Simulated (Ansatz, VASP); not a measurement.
**Two plane-wave programs on Ge5As**

```
CELL_PARAMETERS angstrom
9.19824 0.00000 0.00000
-4.59912 7.96591 0.00000
0.00000 0.00000 2.44972
ATOMIC_POSITIONS crystal
Ge 0.33333 0.66667 0.50000
Ge 0.66667 0.33333 0.50000
Ge 0.50000 0.00000 0.50000
Ge 0.00000 0.50000 0.50000
Ge 0.50000 0.50000 0.50000
As 0.00000 0.00000 0.50000
```

Alike in both runs: functional PBE; k mesh 3 × 3 × 4; occupations gaussian, width 0.1 eV; no spin polarisation.

Ansatz relaxed the structure, and its values are those at the end. VASP's run is a single point on that final structure, the one shown.

```csv
,VASP,Ansatz
version,VASP 6.6.1,Ansatz 0.2.0
potentials or method,"VASP PAW PBE potentials, release 64 (Ge_d, As)","scalar-relativistic, plane waves, PAW"
plane-wave cutoff (eV),520,420
valence electrons in the cell,75,85
```

|  | VASP | Ansatz | Ansatz less VASP |
| --- | --- | --- | --- |
| gap on the k mesh at the Fermi level (eV) | none | none | - |
| pressure (GPa) | 0.0 | 0.0 | -0.03 |

A gap of «none» marks a metal or a gap that the smearing closes. The two sets of potentials don't hold the same shells in valence.

Caveats: the k mesh is coarse (spacing up to 0.64 Å⁻¹), so the values aren't converged.
